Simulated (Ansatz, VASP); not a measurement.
# Lu3SnC: VASP beside Ansatz, part 2 of 2

Aim: how closely do two programs agree when they are given the same cell, functional and k mesh? The cell is taken from a series of runs on this material, whose earlier steps may have relaxed, scaled, displaced or heated it; both programs get it as it stands.

VASP 6.6.1 and Ansatz 0.2.0.

So far. Step 2 (VASP: relaxation of cell and atoms, PBEsol): The data set Lu_3 holds the 4f electrons frozen in the core, so no f bands or f moments appear.

### 3. Ansatz: relaxation of cell and atoms, PBEsol

Level of this step: Ansatz beside VASP: Kohn-Sham DFT, plane waves, PBEsol (Ansatz).

Ansatz runs on its PAW soft_1 files.

The same cell, functional, mesh and smearing now go to Ansatz, which takes its cutoff from its data sets.

Contents of input.yaml:

```yaml
crystal:
  lattice:
    - [4.6840541308, 0.0, 0.0]
    - [0.0, 4.6840541308, 0.0]
    - [0.0, 0.0, 4.6840541308]
  atoms:
    - { symbol: Lu, position: [0.5, 0.0, 0.5] }
    - { symbol: Lu, position: [0.5, 0.5, 0.0] }
    - { symbol: Lu, position: [0.0, 0.5, 0.5] }
    - { symbol: Sn, position: [0.0, 0.0, 0.0] }
    - { symbol: C, position: [0.5, 0.5, 0.5] }
kpoints:
  mp_grid: { grid: [8, 8, 8] }
hamiltonian:
  xc: pbesol
  pseudopotentials: { kind: paw, azcp: { folder: soft_1 }, xc_functional: pbe }
scf:
  occupations: { method: methfessel_paxton, width: 0.2 }
output:
  forces: true
  stress: true
  eigenvalues: true
relax:
  adjacent_minimum: "off"
  f_tol: 0.001
  max_steps: 60
  cell: { stress_tol: 0.01 }
```

Started as:

```bash
ansatz run input.yaml --threads 4 --pin off --max-ram 10240MiB --backend cpu --events-out ev --progress --plain --runs-dir out
```

Numbers of over 12 decimals in the logs are rounded to 6 here.

Output:

```text
Engine: ansatz 0.2.0, aarch64-unknown-linux-gnu
Pseudopotentials: kind: paw
Pseudopotential: Lu, paw, valence charge 25, recommended cutoff 420 eV (normal), soft_1/Lu.paw.azcp
Pseudopotential: Sn, paw, valence charge 14, recommended cutoff 420 eV (normal), soft_1/Sn.paw.azcp
Pseudopotential: C, paw, valence charge 4, recommended cutoff 420 eV (normal), soft_1/C.paw.azcp
Functional definition: PBEsol
  exchange = pbesol_x
  correlation = pbesol_c
Crystal: 5 atoms, lattice volume = 102.770 Å³
Basis set: ecut = 420 eV, 2007 PW (Γ), exchange–correlation on 64×64×64 points (8 copies of the dense FFT grid, shifted against one another)
Bands: 56, of which v1, the nominal top of the filled ones, is band 47 counted from 1 (46 counted from 0)
Symmetry: 48 space group operations
Space group: Pm-3m (ITA 221), of the structure as read, at distance tolerance 4.7e-5 Å
k-points: 35 of 512
Non-local potential: Lu, projectors of the file, l = 0: 3, l = 1: 2, l = 2: 2, l = 3: 3
Non-local potential: Sn, projectors of the file, l = 0: 2, l = 1: 2, l = 2: 2, l = 3: 1
Non-local potential: C, projectors of the file, l = 0: 2, l = 1: 2, l = 2: 1
PAW form: soft (Blöchl's): semilocal exchange-correlation on the pseudo side does not see the compensation charge
PAW frozen core: Lu, regenerated for the run's functional, and the local potential with it (the file was generated under x = pbe(κ = 0.804, μ = 0.219515), c = pbe(β = 0.066725))
PAW frozen core: Sn, regenerated for the run's functional, and the local potential with it (the file was generated under x = pbe(κ = 0.804, μ = 0.219515), c = pbe(β = 0.066725))
PAW frozen core: C, regenerated for the run's functional, and the local potential with it (the file was generated under x = pbe(κ = 0.804, μ = 0.219515), c = pbe(β = 0.066725))
PAW one-centre angular grid: Lu, 590 points (default); XC on 64 Gauss nodes
PAW one-centre angular grid: Sn, 590 points (default); XC on 64 Gauss nodes
PAW one-centre angular grid: C, 110 points (default); XC on 64 Gauss nodes
Initial density: superposition of atomic densities (chi_scale 0.1, normalization cell, long waves kept (reshape's long-wave potential 0.00 eV rms))
Initial wavefunctions: pseudopotential atomic-orbital guess
Functional: x = pbesol(κ = 0.804, μ = 0.123457), c = pbesol(β = 0.046)
SCF iter   1: F=—  HF=-50039.249367 eV  |F-HF|=—  |Δ(HF+E_count)|=         —  Δρ=6.29e-2  dr2=1.09e1  ethr=3.10e-3  ⟨swp⟩=7.4  Hψ=8494  notcnv=0
preconditioner: auto → Kerker (q_TF=auto, 2.683 Å⁻¹)  [metal: Δε(μ)=0.071 eV  Ē_g=13.561 eV  σ=0.200 eV  W_gap=0.30  n_scr=32 (ndim 8)  ℏωp=34.2 eV  f_vac=0.000  D(μ)=1.32/eV (n_scr^D=6)]
SCF iter   2: F=—  HF=-50037.252090 eV  |F-HF|=—  |Δ(HF+E_count)|=    2.00e0  S|Δr|=    0.00e0  Δρ=3.05e-2  dr2=3.09e0  ethr=3.10e-3  ⟨swp⟩=4.1  Hψ=4455  notcnv=0  defer=91
SCF iter   3: F=—  HF=-50036.502355 eV  |F-HF|=—  |Δ(HF+E_count)|=   7.50e-1  S|Δr|=    0.00e0  Δρ=1.24e-2  dr2=4.58e-1  ethr=3.10e-3  ⟨swp⟩=3.2  Hψ=3225  notcnv=0  defer=89
SCF iter   4: F=—  HF=-50036.373536 eV  |F-HF|=—  |Δ(HF+E_count)|=   1.29e-1  S|Δr|=    0.00e0  Δρ=3.98e-3  dr2=1.37e-2  ethr=4.93e-4  ⟨swp⟩=3.5  Hψ=4326  notcnv=0  defer=80
SCF iter   5: F=—  HF=-50036.373673 eV  |F-HF|=—  |Δ(HF+E_count)|=   1.37e-4  S|Δr|=    0.00e0  Δρ=1.80e-3  dr2=3.51e-3  ethr=1.47e-5  ⟨swp⟩=3.3  Hψ=5535  notcnv=0  defer=76
SCF iter   6: F=—  HF=-50036.367380 eV  |F-HF|=—  |Δ(HF+E_count)|=   6.29e-3  S|Δr|=    0.00e0  Δρ=1.18e-3  dr2=1.18e-3  ethr=3.78e-6  ⟨swp⟩=4.1  Hψ=5462  notcnv=0  defer=76
SCF iter   7: F=—  HF=-50036.366791 eV  |F-HF|=—  |Δ(HF+E_count)|=   5.89e-4  S|Δr|=    0.00e0  Δρ=2.58e-4  dr2=9.66e-5  ethr=1.27e-6  ⟨swp⟩=2.7  Hψ=4382  notcnv=0  defer=76
SCF iter   8: F=—  HF=-50036.366715 eV  |F-HF|=—  |Δ(HF+E_count)|=   7.64e-5  S|Δr|=    0.00e0  Δρ=1.47e-4  dr2=2.49e-5  ethr=1.04e-7  ⟨swp⟩=3.3  Hψ=4171  notcnv=0  defer=76
SCF iter   9: F=—  HF=-50036.366705 eV  |F-HF|=—  |Δ(HF+E_count)|=   1.04e-5  S|Δr|=    0.00e0  Δρ=4.23e-5  dr2=2.21e-6  ethr=2.68e-8  ⟨swp⟩=3.3  Hψ=4905  notcnv=0  defer=76
SCF iter  10: F=—  HF=-50036.366705 eV  |F-HF|=—  |Δ(HF+E_count)|=   8.16e-7  S|Δr|=    0.00e0  Δρ=1.14e-5  dr2=1.13e-7  ethr=2.37e-9  ⟨swp⟩=2.9  Hψ=4337  notcnv=0  defer=76
[...]
SCF 1 converged in 11 iterations: F = -50036.366705 eV  dr2 = 1.08e-8
  greatest PAW one-centre occupation: 0.998 electrons in one spin orbital (limit 2), on the Lu atom at site 2 (counted from 0), in its partial waves of l = 0
[...]
preconditioner: auto → Kerker (q_TF=auto, 2.683 Å⁻¹)  [metal: Δε(μ)=0.050 eV  Ē_g=13.677 eV  σ=0.200 eV  W_gap=0.21  n_scr=32 (ndim 8)  ℏωp=34.2 eV  f_vac=0.000  D(μ)=2.11/eV (n_scr^D=18)]
[...]
SCF iter   6: F=-50036.366715 eV  HF=-50036.366715 eV  |F-HF|=2.91e-11  |Δ(HF+E_count)|=  1.46e-11  S|Δr|=    0.00e0  Δρ=2.78e-7  dr2=8.19e-11  ethr=1.00e-12  ⟨swp⟩=7.4  Hψ=11883  notcnv=0
SCF 3 converged in 6 iterations: F = -50036.366715 eV  dr2 = 8.19e-11
  greatest PAW one-centre occupation: 0.998 electrons in one spin orbital (limit 2), on the Lu atom at site 1 (counted from 0), in its partial waves of l = 0
relax step   3: F+E_penalty+E_count = -50036.36671484 eV  Δ(F+E_penalty+E_count) = +7.069e-6 eV  max|allowed force component| = 3.345e-29 eV/Å  Δτ_max = 0.0000 Å  P = +0.000 GPa  Ω = 102.754 Å³  energy of the carried Pulay correction = +8.654e-6 eV  (6 SCF iters, dr2 threshold 4.47e-10 eV, accepted)
Initial wavefunctions: pseudopotential atomic-orbital guess (no wavefunctions were taken with the density)
iter 1 solved again at ethr=1.48e-7 eV; its pass at ethr=3.10e-3 eV (dr2=1.38e-4 eV) is discarded
SCF iter   1: F=—  HF=-50036.366819 eV  |F-HF|=—  |Δ(HF+E_count)|=         —  Δρ=2.42e-6  dr2=3.67e-9  ethr=1.48e-7  ⟨swp⟩=5.7  Hψ=18936  notcnv=0
eigensolver tolerance schedule: the retry pair's looser diagonalisation over-reported the residual by 37573.37 of it (diagonalisation noise at an unbounded share of the residual, at the tolerance the schedule requests for it); recorded, not acted on — ethr = c·dr2/N_el stays at c = 1.0e-1
SCF iter   2: F=—  HF=-50036.366715 eV  |F-HF|=—  |Δ(HF+E_count)|=   1.05e-4  S|Δr|=    0.00e0  Δρ=1.55e-6  dr2=1.91e-9  ethr=3.94e-12  ⟨swp⟩=5.9  Hψ=8888  notcnv=0
SCF iter   3: F=—  HF=-50036.366715 eV  |F-HF|=—  |Δ(HF+E_count)|=  5.02e-10  S|Δr|=    0.00e0  Δρ=8.69e-7  dr2=5.61e-10  ethr=2.05e-12  ⟨swp⟩=2.6  Hψ=3917  notcnv=0
SCF iter   4: F=—  HF=-50036.366715 eV  |F-HF|=—  |Δ(HF+E_count)|=  7.28e-12  S|Δr|=    0.00e0  Δρ=6.82e-7  dr2=3.41e-10  ethr=1.00e-12  ⟨swp⟩=1.1  Hψ=1963  notcnv=0
SCF iter   5: F=—  HF=-50036.366715 eV  |F-HF|=—  |Δ(HF+E_count)|=  1.46e-11  S|Δr|=    0.00e0  Δρ=1.86e-7  dr2=2.87e-11  ethr=1.00e-12  ⟨swp⟩=2.0  Hψ=2964  notcnv=0
SCF iter   6: F=—  HF=-50036.366715 eV  |F-HF|=—  |Δ(HF+E_count)|=  1.46e-11  S|Δr|=    0.00e0  Δρ=9.53e-8  dr2=8.67e-12  ethr=1.00e-12  ⟨swp⟩=1.1  Hψ=1965  notcnv=0
SCF iter   7: F=—  HF=-50036.366715 eV  |F-HF|=—  |Δ(HF+E_count)|=  1.46e-11  S|Δr|=    0.00e0  Δρ=7.70e-8  dr2=3.76e-12  ethr=1.00e-12  ⟨swp⟩=1.2  Hψ=1971  notcnv=0
SCF iter   8: F=-50036.366715 eV  HF=-50036.366715 eV  |F-HF|=7.28e-12  |Δ(HF+E_count)|=  7.28e-12  S|Δr|=    0.00e0  Δρ=4.66e-8  dr2=1.16e-12  ethr=1.00e-12  ⟨swp⟩=9.7  Hψ=14231  notcnv=0
SCF 4 converged in 8 iterations: F = -50036.366715 eV  dr2 = 1.16e-12
relax step   4: F+E_penalty+E_count = -50036.36671484 eV  Δ(F+E_penalty+E_count) = -2.183e-11 eV  max|allowed force component| = 4.031e-29 eV/Å  Δτ_max = 0.0000 Å  P = -0.000 GPa  Ω = 102.754 Å³  stress off target by 7.70e-5 GPa  SCF on the basis re-selected at this cell (its energy is not comparable with the rows above)  (8 SCF iters)
basis re-selected at this cell: Δ(F+E_penalty+E_count) = -2.183e-11 eV, ΔP = -0.000 GPa vs the last step (what re-selecting the basis moved, of the pressure what is left beyond the Pulay correction that the steps carried, after the strain that the cell walked since its last selection, with what the two solves' SCF thresholds leave and, on support functions, any second-order correction that the steps lacked; it is no  [...]
SCF converged after 8 iterations
Stability not checked: this state was not tested for a lower state beside it, because cold or Methfessel-Paxton smearing, or corrected tetrahedra, fill the levels in a way that the test cannot read (fill_not_monotonic; see scf.lower_state_search)
Free energy (F): -50036.366715 eV
Harris-Foulkes:  -50036.366715 eV  (|F-HF|=7.28e-12)
Internal energy: -50036.364481 eV  (E = F + TS)
E sigma→0 (E₀):  -50036.366156 eV
Entropy (-TS):   -0.002234 eV (-0.447 meV/atom)
Fermi energy:    15.593374 eV
--- Per-component energies (eV) ---
  E_band       = 146.480491
  E_kinetic    = 1521.859996
  E_local      = -21066.204339  (includes V_loc(G=0)·N_el)
  E_nonlocal   = 2221.519326
  E_hartree    = 8938.484343
  E_xc         = -795.858145
  E_vxc        = -901.935452  (∫ρ·V_xc dr)
  E_paw        = -26292.936709  (= ΣΔE_a)
  E_vpaw       = 494.272140  (= ΣTr[D̂ρ^β])
  E_aug_tail   = 0.000256  (compensation charges beyond the density's cutoff)
  E_ewald      = -14567.110802
  E_core_change = 3.881594  (= ΣΔE_core)
  E_smearing   = -0.002234  (= −TS)
  E_closure    = 0.000000  (closes the sum)
  Σ components = -50036.366715   (vs F -50036.366715, Δ=0.00e0)
--- Forces (eV/Å), atoms counted from 1 ---
  atom   1  Lu     0.00000000    -0.00000000     0.00000000
  atom   2  Lu     0.00000000    -0.00000000     0.00000000
  atom   3  Lu    -0.00000000     0.00000000     0.00000000
  atom   4  Sn     0.00000000    -0.00000000    -0.00000000
  atom   5  C      0.00000000     0.00000000     0.00000000
  max |Σ_I F_I| component: 5.09e-29 eV/Å
--- Stress (GPa, compression-positive) ---
       -0.000077      -0.000000      -0.000000
       -0.000000      -0.000077       0.000000
       -0.000000       0.000000      -0.000077
  P = ⅓ Tr σ = -0.0001 GPa (-0.001 kbar)
--- Band table (eV; the first three rows and the last of 35) ---
  k-point 0: bands = [... 43 lower, 14.1043, 14.1043, 14.8923, 14.8923, 14.8923, 16.2565, 16.2565, 16.2565, ... 5 higher]
  k-point 1: bands = [... 43 lower, 14.1372, 14.5679, 14.6342, 14.6342, 14.9555, 15.6420, 16.6471, 16.6471, ... 5 higher]
  k-point 2: bands = [... 43 lower, 13.9213, 14.2507, 14.2507, 14.5982, 15.1273, 15.7740, 17.4028, 17.4028, ... 5 higher]
  k-point 34: bands = [... 43 lower, 13.4073, 13.4073, 13.4073, 16.2461, 16.2461, 16.2461, 17.4356, 17.4356, ... 5 higher]
--- Relaxed structure (3 steps of the walk, 3 accepted, 1 SCFs on fresh bases) ---
  F+E_penalty+E_count = -50036.36671484 eV   max|allowed force component| = 4.031e-29 eV/Å   (the final SCF, on the basis selected at the relaxed cell)
  cell:  # Å, volume = 102.7539 Å³
    - [4.683812, 0, 0]
    - [0, 4.683812, 0.0]
    - [0, 0.0, 4.683812]
  atoms:
    - { symbol: Lu, position: [0.5, 0, 0.5] }
    - { symbol: Lu, position: [0.5, 0.5, 0] }
    - { symbol: Lu, position: [0, 0.5, 0.5] }
    - { symbol: Sn, position: [0, 0, 0] }
    - { symbol: C, position: [0.5, 0.5, 0.5] }
```

In the SCF lines HF is the Harris–Foulkes energy and dr2 the Hartree energy of the density residual, in eV; the loop may stop once dr2 is under the threshold and the program's other checks hold. Hψ counts applications of the Hamiltonian.

### 4. Comparison

Known differences besides the potentials themselves: the data sets hold 93 valence electrons in Ansatz (on its PAW soft_1 files) and 45 in VASP; the cutoff is 420 eV in Ansatz and 600 eV in VASP; Ansatz makes its cores anew for this functional, VASP keeps those of its PBE data sets; Ansatz adds a Pulay correction to the stress that steers its cell, VASP none. Total energies have different zeros and are not compared.

Both answers:

```
                                         quantity  Ansatz    VASP  difference
                                      volume (Å³)  102.75  103.40     -0.63 %
edge a after relaxation, in the typed setting (Å)   4.684   4.694     -0.21 %
```

### 5. Results

- difference in volume (relaxation of cell and atoms, PBEsol): -0.63 %

In words: The difference in volume is -0.63 % (relaxation of cell and atoms, PBEsol), within the 1.2 % picked in this series as the mark of a large difference, as far as the stopping tolerances let one tell. The data sets hold unlike numbers of valence electrons (93 in Ansatz and 45 in VASP), so part of the differences comes from the potentials. 1 further run of this series is not shown here. Such differences can come from data sets, numerical settings and the points named under the comparisons, not from the functional's error against experiment.

[Lines on the potential files, build, host, timing and source positions are cut from VASP's logs without a mark.]

[Logs are printed without paths, hosts, clocks, repeated set-up lines and the standing remarks that a program may print on its own settings, such as how far it seeks lower states.]

[Hosts, paths, dates, database ids (printed as entryN), source tags and the programs' standing remarks are cut or masked in the printed files.]
